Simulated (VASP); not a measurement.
The system is MoS2.

```
Mo S
1.0
     3.16100    0.00000    0.00000
    -1.58050    2.73751    0.00000
     0.00000    0.00000   15.98350
Mo S
2 4
Cartesian
  0.0000 1.8250 3.9959
  1.5805 0.9125 11.9876
  1.5805 0.9125 5.5609
  1.5805 0.9125 2.4309
  0.0000 1.8250 13.5526
  0.0000 1.8250 10.4226
```

The cell was built by a generator and needn't be a form met in nature.

Base run:

| Item | Value |
| --- | --- |
| Program | VASP 6.6.1 |
| Functional | PBEsol |
| Potentials or basis | VASP PAW PBE potentials, release 64 (Mo_sv, S) |
| Cutoff | 520 eV |
| k mesh | 8 × 8 × 2 |
| Occupations | fermi-dirac, width 0.05 eV |
| Spin | no spin polarisation |

Its results: band gap on the k mesh 1.88 eV, indirect (least direct gap 2.06 eV); pressure -2.0 GPa; largest force 0.255 eV/Å.

Question: After a change of settings the same cell gave: band gap on the k mesh 1.83 eV, indirect (least direct gap 2.03 eV); pressure 9.2 GPa; largest force 1.080 eV/Å. Which change was it?
A. functional from PBEsol to SCAN; further incar settings from ALGO = Fast; EDIFF = 1e-06 to ALGO = Normal; EDIFF = 1e-06
B. functional from PBEsol to LDA; potentials or basis from VASP PAW PBE potentials, release 64 (Mo_sv, S) to VASP PAW LDA potentials, release 64 (Mo_sv, S)
C. functional from PBEsol to vdW-DF2
D. functional from PBEsol to PBE; dispersion from none to D4

Answer: C.

Caveats: the PAW data sets were made with another functional, which shifts forces and pressure a little; this functional lacks dispersion, which binds the layers, so the pressure and a relaxed spacing across them are unreliable (some runs).
